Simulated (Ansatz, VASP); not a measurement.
# KTaO3 in two plane-wave programs

Wanted: the spread between two codes on one cell, functional and k mesh. The cell is taken from a series of runs on this material, whose earlier steps may have relaxed, scaled, displaced or heated it; both programs get it as it stands.

Main program and level: Ansatz 0.2.0; plane waves, with VASP 6.6.1 beside it; zone-centre phonons at LDA.

## (1) Set-up

It takes space group Pm-3m (No. 221, cubic). The conventional cell has a = 4.029 Å, b = 4.029 Å, c = 4.029 Å, α = 90.00°, β = 90.00°, γ = 90.00°. Nearest to O lie 2 Ta at 2.01 Å and 4 K at 2.85 Å. Nearest to K lie 12 O at 2.85 Å. Nearest to Ta lie 6 O at 2.01 Å. Farther neighbours and most contacts between anions are not listed.

Structure file:

```cif
data_structure
_symmetry_space_group_name_H-M 'Pm-3m'
_symmetry_Int_Tables_number 221
_cell_length_a 4.0289
_cell_length_b 4.0289
_cell_length_c 4.0289
_cell_angle_alpha 90.000
_cell_angle_beta 90.000
_cell_angle_gamma 90.000
_cell_volume 65.39
loop_
_atom_site_label
_atom_site_type_symbol
_atom_site_symmetry_multiplicity
_atom_site_Wyckoff_symbol
_atom_site_fract_x
_atom_site_fract_y
_atom_site_fract_z
_atom_site_occupancy
O1 O 3 d 0.50000 0.00000 0.00000 1
K1 K 1 b 0.50000 0.50000 0.50000 1
Ta1 Ta 1 a 0.00000 0.00000 0.00000 1
```

## (2) VASP: zone-centre phonons, LDA

Second derivatives magnify differences that forces hide, and they need a tight electronic threshold.

Lines of VASP's logs that name or quote its potential files are left out, and so is its time.

The input, INCAR:

```
SYSTEM = KTaO3
PREC = Accurate
ENCUT = 600
EDIFF = 1E-08
NELM = 120
ISMEAR = 0
SIGMA = 0.01
LREAL = .FALSE.
ALGO = Normal
GGA = CA
NBANDS = 25
LASPH = .TRUE.
LORBIT = 11
LWAVE = .FALSE.
LCHARG = .FALSE.
ISIF = 2
IBRION = 8
LEPSILON = .TRUE.
GGA_COMPAT = .FALSE.
EFERMI = MIDGAP
KPAR = 2
```

The input, POSCAR:

```
KTaO3
1.0
    4.0288536570      0.0000000000      0.0000000000
    0.0000000000      4.0288536570      0.0000000000
    0.0000000000      0.0000000000      4.0288536570
O K Ta
3 1 1
Direct
    0.5000000000      0.0000000000      0.0000000000
    0.0000000000      0.5000000000      0.0000000000
    0.0000000000      0.0000000000      0.5000000000
    0.5000000000      0.5000000000      0.5000000000
    0.0000000000      0.0000000000      0.0000000000
```

The input, KPOINTS:

```
Automatic mesh
0
Gamma
8 8 8
0 0 0
```

PAW data sets: O, K_sv and Ta_pv (LDA family, release 64).

Command:

```sh
$ mpirun -np 2 vasp_std
```

Numbers of over 12 decimals in the logs are rounded to 6 here.

The log of the run:

```text
[banner, memory and clock lines left out]
running    2 mpi-ranks, on    1 nodes
 distrk:  each k-point on    1 cores,    2 groups
 distr:  one band on    1 cores,    1 groups

 POSCAR found type information on POSCAR O K Ta
 POSCAR found :  3 types and       5 ions
 LDA part: xc-table for (Slater(with rela. corr.)+CA(PZ))
 , standard interpolation
 POSCAR, INCAR and KPOINTS ok, starting setup
 FFT: planning ... GRIDC
 FFT: planning ... GRID_SOFT
 FFT: planning ... GRID
 WAVECAR not read
 entering main loop
       N       E                     dE             d eps       ncg     rms          rms(c)
DAV:   1     0.360685157212E+03    0.36069E+03   -0.22607E+04  1750   0.169E+03
DAV:   2    -0.317356846451E+02   -0.39242E+03   -0.38229E+03  2083   0.463E+02
DAV:   3    -0.525467984562E+02   -0.20811E+02   -0.20734E+02  2385   0.104E+02
DAV:   4    -0.533821498796E+02   -0.83535E+00   -0.83421E+00  3018   0.138E+01
DAV:   5    -0.533877782428E+02   -0.56284E-02   -0.56277E-02  2316   0.102E+00    0.319E+01
DAV:   6    -0.453466228316E+02    0.80412E+01   -0.40278E+01  2366   0.418E+01    0.127E+01
DAV:   7    -0.450797201275E+02    0.26690E+00   -0.27205E+00  2244   0.100E+01    0.858E+00
DAV:   8    -0.449806967935E+02    0.99023E-01   -0.46935E-01  2277   0.571E+00    0.217E+00
DAV:   9    -0.449645643077E+02    0.16132E-01   -0.36277E-02  2245   0.154E+00    0.333E-01
DAV:  10    -0.449626189561E+02    0.19454E-02   -0.14817E-02  2354   0.780E-01    0.105E-01
DAV:  11    -0.449625243198E+02    0.94636E-04   -0.17656E-03  2256   0.249E-01    0.368E-02
DAV:  12    -0.449625115323E+02    0.12788E-04   -0.66602E-05  2425   0.672E-02    0.107E-02
DAV:  13    -0.449625107161E+02    0.81627E-06   -0.64837E-06  2487   0.155E-02    0.278E-03
DAV:  14    -0.449625106849E+02    0.31165E-07   -0.33975E-07  2481   0.435E-03    0.119E-03
DAV:  15    -0.449625106860E+02   -0.10632E-08   -0.13460E-08  1892   0.785E-04
   1 F= -.44962511E+02 E0= -.44962511E+02  d E =0.000000E+00
 Linear response reoptimize wavefunctions to high precision
DAV:   1    -0.449625106829E+02    0.31000E-08   -0.23345E-08  2416   0.103E-03
DAV:   2    -0.449625106829E+02   -0.11369E-10   -0.68673E-10  1503   0.207E-04
 Linear response G [H, r] |phi>, progress :
  Direction:   1
       N       E                     dE             d eps       ncg     rms
RMM:   1    -0.134650261690E+03   -0.13465E+03    0.68186E+02  2983   0.196E+02
RMM:   2    -0.129027760874E+03    0.56225E+01   -0.29895E+01  2962   0.349E+01
RMM:   3    -0.129442877806E+03   -0.41512E+00   -0.34584E+00  3502   0.744E+00
RMM:   4    -0.129544544564E+03   -0.10167E+00   -0.60544E-01  3827   0.241E+00
RMM:   5    -0.129568069666E+03   -0.23525E-01   -0.14464E-01  4019   0.107E+00
RMM:   6    -0.129575698880E+03   -0.76292E-02   -0.43958E-02  4114   0.532E-01
RMM:   7    -0.129578360341E+03   -0.26615E-02   -0.54160E-02  4255   0.297E-01
RMM:   8    -0.129578850042E+03   -0.48970E-03   -0.25353E-04  4304   0.181E-01
RMM:   9    -0.129578250346E+03    0.59970E-03   -0.51735E-03  4319   0.119E-01
RMM:  10    -0.129579250931E+03   -0.10006E-02   -0.12161E-02  4250   0.834E-02
RMM:  11    -0.129578305808E+03    0.94512E-03   -0.51221E-03  4172   0.616E-02
RMM:  12    -0.129578853833E+03   -0.54802E-03    0.47590E-03  4111   0.487E-02
RMM:  13    -0.129578537238E+03    0.31659E-03   -0.43341E-04  4070   0.406E-02
RMM:  14    -0.129578731689E+03   -0.19445E-03    0.94541E-03  4074   0.356E-02
RMM:  15    -0.129578702646E+03    0.29043E-04   -0.45384E-03  4063   0.326E-02
RMM:  16    -0.129578747207E+03   -0.44561E-04    0.43856E-03  4079   0.308E-02
RMM:  17    -0.129578675155E+03    0.72052E-04   -0.19970E-03  4062   0.298E-02
RMM:  18    -0.129578723934E+03   -0.48778E-04    0.23571E-03  4073   0.290E-02
RMM:  19    -0.129578674232E+03    0.49702E-04   -0.11976E-03  4066   0.287E-02
 Linear response G [H, r] |phi>, progress :
  Direction:   2
       N       E                     dE             d eps       ncg     rms
RMM:   1    -0.146897572533E+03   -0.14690E+03    0.52576E+02  2927   0.195E+02
RMM:   2    -0.147995424209E+03   -0.10979E+01   -0.32373E+01  2835   0.371E+01
RMM:   3    -0.148428415938E+03   -0.43299E+00   -0.38779E+00  3548   0.842E+00
RMM:   4    -0.148569953830E+03   -0.14154E+00   -0.78198E-01  3909   0.283E+00
RMM:   5    -0.148606277356E+03   -0.36324E-01   -0.18317E-01  4106   0.126E+00
RMM:   6    -0.148615568357E+03   -0.92910E-02   -0.55057E-02  4153   0.619E-01
RMM:   7    -0.148617089804E+03   -0.15214E-02    0.13741E-01  4250   0.347E-01
RMM:   8    -0.148619254310E+03   -0.21645E-02    0.20995E-03  4301   0.207E-01
RMM:   9    -0.148619835438E+03   -0.58113E-03   -0.43718E-03  4327   0.137E-01
RMM:  10    -0.148619600237E+03    0.23520E-03    0.34245E-02  4280   0.949E-02
RMM:  11    -0.148619726951E+03   -0.12671E-03   -0.38966E-03  4214   0.713E-02
RMM:  12    -0.148619796174E+03   -0.69223E-04    0.86850E-03  4155   0.554E-02
[...]
RMM:  17    -0.875618193744E+00   -0.15649E-05   -0.20461E-06  7783   0.250E-03    0.750E-03
RMM:  18    -0.875617623335E+00    0.57041E-06   -0.11717E-06  7804   0.263E-03    0.559E-03
RMM:  19    -0.875616766787E+00    0.85655E-06   -0.22518E-06  8498   0.307E-03    0.292E-03
RMM:  20    -0.875616071229E+00    0.69556E-06   -0.13094E-06  8676   0.291E-03    0.541E-04
[...]
RMM:   1    -0.364835852287E+00   -0.36484E+00    0.23469E-01 12047   0.263E+00
RMM:   2    -0.360346697310E+00    0.44892E-02   -0.95336E-03 10511   0.436E-01    0.107E-01
RMM:   3    -0.361489478405E+00   -0.11428E-02   -0.15886E-03 10422   0.145E-01    0.534E-02
RMM:   4    -0.362866790500E+00   -0.13773E-02   -0.52044E-04 10423   0.101E-01    0.139E-02
RMM:   5    -0.362904812322E+00   -0.38022E-04   -0.63381E-05 12092   0.294E-02    0.341E-03
RMM:   6    -0.362916062142E+00   -0.11250E-04   -0.11508E-05 13578   0.994E-03    0.214E-03
RMM:   7    -0.362911436867E+00    0.46253E-05   -0.29719E-06 13010   0.493E-03    0.522E-04
RMM:   8    -0.362914611637E+00   -0.31748E-05   -0.19495E-06 14299   0.249E-03    0.282E-04
RMM:   9    -0.362915484104E+00   -0.87247E-06    0.93865E-07 14183   0.151E-03    0.172E-04
RMM:  10    -0.362915042985E+00    0.44112E-06   -0.38140E-07 14380   0.109E-03    0.625E-05
RMM:  11    -0.362914917994E+00    0.12499E-06    0.75301E-07 14798   0.872E-04    0.497E-05
RMM:  12    -0.362914966895E+00   -0.48901E-07   -0.13299E-06 14901   0.752E-04    0.257E-05
RMM:  13    -0.362914993627E+00   -0.26732E-07    0.76896E-07 14900   0.679E-04    0.158E-05
RMM:  14    -0.362915004561E+00   -0.10934E-07   -0.91270E-07 14730   0.635E-04    0.980E-06
RMM:  15    -0.362915024329E+00   -0.19768E-07    0.48363E-07 14570   0.608E-04    0.750E-06
RMM:  16    -0.362915029733E+00   -0.54035E-08   -0.97497E-07 14455   0.593E-04    0.310E-06
RMM:  17    -0.362915041394E+00   -0.11661E-07    0.76413E-07 14535   0.580E-04    0.242E-06
RMM:  18    -0.362915036925E+00    0.44692E-08   -0.51958E-07 13896   0.573E-04    0.165E-06
RMM:  19    -0.362915038040E+00   -0.11154E-08    0.43392E-07 13864   0.568E-04    0.163E-06
RMM:  20    -0.362915039558E+00   -0.15180E-08   -0.65519E-07 13846   0.564E-04    0.138E-06
RMM:  21    -0.362915036020E+00    0.35375E-08    0.52555E-07 13841   0.562E-04    0.238E-06
RMM:  22    -0.362915034877E+00    0.11434E-08   -0.28117E-08 13839   0.559E-04    0.316E-06
 first order change of Fermi-energy  -0.11326E-03
 force on displaced ion       1 direction 2 :   0.000  -4.804   0.000
 Born effective charge ion    1 direction 2 :   0.000  -1.681   0.000
 Linear response progress:
  Degree of freedom:   3/  4
       N       E                     dE             d eps       ncg     rms          rms(c)
RMM:   1    -0.306125816072E+00   -0.30613E+00    0.17820E-01  6285   0.279E+00
RMM:   2    -0.306904794788E+00   -0.77898E-03   -0.40743E-02  6549   0.735E-01    0.499E-02
RMM:   3    -0.307735879673E+00   -0.83108E-03   -0.72514E-03  7087   0.253E-01    0.264E-02
RMM:   4    -0.308042679733E+00   -0.30680E-03   -0.12504E-03  7769   0.794E-02    0.265E-02
RMM:   5    -0.308054313741E+00   -0.11634E-04   -0.32413E-04  7703   0.391E-02    0.163E-02
RMM:   6    -0.308033610962E+00    0.20703E-04   -0.66484E-05  7736   0.218E-02    0.186E-03
RMM:   7    -0.308046007703E+00   -0.12397E-04   -0.23612E-05  8006   0.104E-02    0.151E-03
RMM:   8    -0.308044028167E+00    0.19795E-05   -0.64703E-06  8320   0.526E-03    0.102E-03
RMM:   9    -0.308041358693E+00    0.26695E-05   -0.24921E-06  8117   0.308E-03    0.102E-03
RMM:  10    -0.308040882486E+00    0.47621E-06   -0.58046E-06  8506   0.197E-03    0.113E-03
RMM:  11    -0.308046419463E+00   -0.55370E-05   -0.20559E-06  7840   0.160E-03    0.239E-03
RMM:  12    -0.308031547664E+00    0.14872E-04   -0.32366E-06  7702   0.176E-03    0.706E-04
RMM:  13    -0.308026977359E+00    0.45703E-05   -0.55814E-07  8030   0.106E-03    0.157E-03
RMM:  14    -0.308030613713E+00   -0.36364E-05    0.11816E-07  7884   0.959E-04    0.724E-04
RMM:  15    -0.308032156168E+00   -0.15425E-05   -0.14869E-06  8157   0.830E-04    0.354E-04
RMM:  16    -0.308032913214E+00   -0.75705E-06    0.34967E-07  8400   0.774E-04    0.168E-04
RMM:  17    -0.308033008883E+00   -0.95669E-07   -0.73319E-07  8495   0.734E-04    0.138E-04
RMM:  18    -0.308033165151E+00   -0.15627E-06   -0.16125E-08  8802   0.713E-04    0.975E-05
RMM:  19    -0.308033304579E+00   -0.13943E-06   -0.19180E-07  8772   0.705E-04    0.597E-05
RMM:  20    -0.308033493038E+00   -0.18846E-06   -0.13164E-06  8849   0.699E-04    0.131E-05
RMM:  21    -0.308033523111E+00   -0.30073E-07   -0.11695E-07  8929   0.694E-04    0.410E-06
RMM:  22    -0.308033528272E+00   -0.51609E-08   -0.95492E-07  8587   0.691E-04    0.179E-06
RMM:  23    -0.308033521299E+00    0.69723E-08   -0.33175E-08  8436   0.690E-04    0.264E-06
 first order change of Fermi-energy  -0.14736E-03
 force on displaced ion       4 direction 1 :  -3.192   0.000   0.000
 Born effective charge ion    4 direction 1 :   1.147   0.000   0.000
 Linear response progress:
  Degree of freedom:   4/  4
       N       E                     dE             d eps       ncg     rms          rms(c)
RMM:   1    -0.188801440603E+00   -0.18880E+00    0.78035E+00  4496   0.159E+01
RMM:   2    -0.212237791267E+00   -0.23436E-01   -0.33740E-02  5831   0.114E+00    0.146E-01
RMM:   3    -0.210993334804E+00    0.12445E-02   -0.15246E-03  6421   0.187E-01    0.773E-02
RMM:   4    -0.210110754258E+00    0.88258E-03   -0.26441E-04  7041   0.852E-02    0.273E-02
RMM:   5    -0.209871282465E+00    0.23947E-03   -0.31202E-05  7529   0.257E-02    0.553E-03
RMM:   6    -0.209841585187E+00    0.29697E-04   -0.71637E-06  7969   0.845E-03    0.207E-03
RMM:   7    -0.209838613208E+00    0.29720E-05   -0.47359E-06  7750   0.365E-03    0.786E-04
RMM:   8    -0.209838401015E+00    0.21219E-06   -0.62874E-08  8115   0.194E-03    0.329E-04
RMM:   9    -0.209838980975E+00   -0.57996E-06   -0.45352E-07  8255   0.126E-03    0.843E-05
RMM:  10    -0.209839191844E+00   -0.21087E-06   -0.67193E-07  8553   0.892E-04    0.423E-05
RMM:  11    -0.209839290727E+00   -0.98884E-07   -0.43475E-07  8635   0.700E-04    0.181E-05
RMM:  12    -0.209839316116E+00   -0.25389E-07   -0.67187E-07  8971   0.586E-04    0.145E-05
RMM:  13    -0.209839299872E+00    0.16244E-07   -0.10770E-07  9043   0.513E-04    0.693E-06
RMM:  14    -0.209839333945E+00   -0.34073E-07   -0.41899E-07  9038   0.466E-04    0.434E-06
RMM:  15    -0.209839358901E+00   -0.24957E-07    0.70274E-07  8915   0.439E-04    0.151E-06
RMM:  16    -0.209839362235E+00   -0.33336E-08   -0.43152E-08  9017   0.420E-04    0.238E-06
 first order change of Fermi-energy  -0.16444E-03
 force on displaced ion       5 direction 1 :  -0.214   0.000   0.000
 Born effective charge ion    5 direction 1 :   8.858   0.000   0.000
 Born effective charges drift removed
 Linear response finished
```

[end of part 1 of 3]

[Lines on the potential files, build, host, timing and source positions are cut from VASP's logs without a mark.]

[Logs are printed without paths, hosts, clocks, repeated set-up lines and the standing remarks that a program may print on its own settings, such as how far it seeks lower states.]

[Hosts, paths, dates, database ids (printed as entryN), source tags and the programs' standing remarks are cut or masked in the printed files.]
